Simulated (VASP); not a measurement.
```xyz
3
Lattice="1.5737 0.9086 6.5048 -1.5737 0.9086 6.5048 0.0000 -1.8172 6.5048" Properties=species:S:1:pos:R:3 pbc="T T T"
W      0.0000     0.0000     0.0132
S      0.0000     0.0000     8.0853
S      0.0000     0.0000     4.9507
```

Calculation: PBEsol GGA, VASP's PBE PAW potentials (set 64) (plane waves; VASP 6.6.1). Run with 400 eV cut-off, 9×9×9 Γ-centred mesh, tetrahedra with Blöchl corrections, potentials W_sv S.

The cores are frozen, which limits the accuracy of field gradients. Without a dispersion term in the relaxation, distances and binding between the weakly bound layers, chains or molecules are unreliable, and so is what depends on them.

**Question.** Give the principal components of the electric field gradient (V/Å²) and the asymmetry η at each nucleus.

**Answer.** 
```tsv
atom	Vxx	Vyy	Vzz	η
W1	76.9	76.9	-153.8	0.00
S2	23.0	23.0	-46.0	0.00
S3	23.3	23.3	-46.6	0.00
```

The structure comes from a computed database's WS2 entry (R3m); how it stands against other phases isn't given here. It was relaxed first.
